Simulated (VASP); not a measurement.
```xyz
1
Lattice="-2.1496 2.1496 2.1496 2.1496 -2.1496 2.1496 2.1496 2.1496 -2.1496" Properties=species:S:1:pos:R:3 pbc="T T T"
Ba     0.0000     0.0000     0.0000
```

All values below come from LDA (Ceperley-Alder, Perdew-Zunger), VASP's LDA PAW potentials (set 64) (plane waves; VASP). Run with 500 eV cut-off, 12×12×12 Γ-centred mesh, first-order Methfessel-Paxton smearing of 0.10 eV, potentials Ba_sv.

Unless said otherwise, spin-orbit coupling is left out, though it shifts the bands of the heavy elements here.

**Question.** Predict the energy per atom (σ→0), pressure, band gap (on the k-mesh) with the smallest direct gap where there is one.

**Answer.** 
The band gap (on the k-mesh) is none (metal, semimetal or under 0.01 eV) and the energy per atom (σ→0) is -2.066 eV/atom. The pressure comes out as 4.93 GPa.

The absolute energy has meaning only against runs of the same code, potentials and settings.

The compound is Ba in the bcc structure. It was relaxed first under an external pressure of 5 GPa.
